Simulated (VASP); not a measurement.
A convergence study with VASP on LiF (rock salt): one setting is varied, all else stays as given below, so the limit is that of these other settings. ε∞ is the independent-particle value.

```xyz
2
Lattice="0.0000 2.0150 2.0150 2.0150 0.0000 2.0150 2.0150 2.0150 0.0000" Properties=species:S:1:pos:R:3 pbc="T T T"
Li     0.0000     0.0000     0.0000
F      2.0150     2.0150     2.0150
```

The numbers are results of PBE GGA, VASP's PBE PAW potentials (set 64) (plane waves; VASP 6.6.1), not measurements. The tightest run used: 700 eV cut-off, 10×10×10 Γ-centred mesh, Gaussian smearing of 0.050 eV, potentials Li_sv F.

Task: The settings run are NBANDS = 6; NBANDS = 7; NBANDS = 9; NBANDS = 13; NBANDS = 21; NBANDS = 37; NBANDS = 69; NBANDS = 133. From which on does the mean ε∞ stay within 0.3  of the tightest run?

Result: From NBANDS = 9 on: it is off by 0.19 there and by no more than 0.3 in any finer run, while NBANDS = 7 is off by 0.46.
```csv
setting,mean ε∞,bands,difference judged ()
NBANDS = 6,1.46,6,0.62
NBANDS = 7,1.62,7,0.46
NBANDS = 9,1.88,9,0.19
NBANDS = 13,1.99,13,0.09
NBANDS = 21,2.05,21,0.03
NBANDS = 37,2.07,37,0.01
NBANDS = 69,2.07,69,0.00
NBANDS = 133,2.07,133,0.00
```

Left out are rungs that failed or repeat a setting and relaxations that didn't move; long series are thinned to 24 rows.

The compound is LiF in the rock salt structure. The cell was not relaxed at this level.
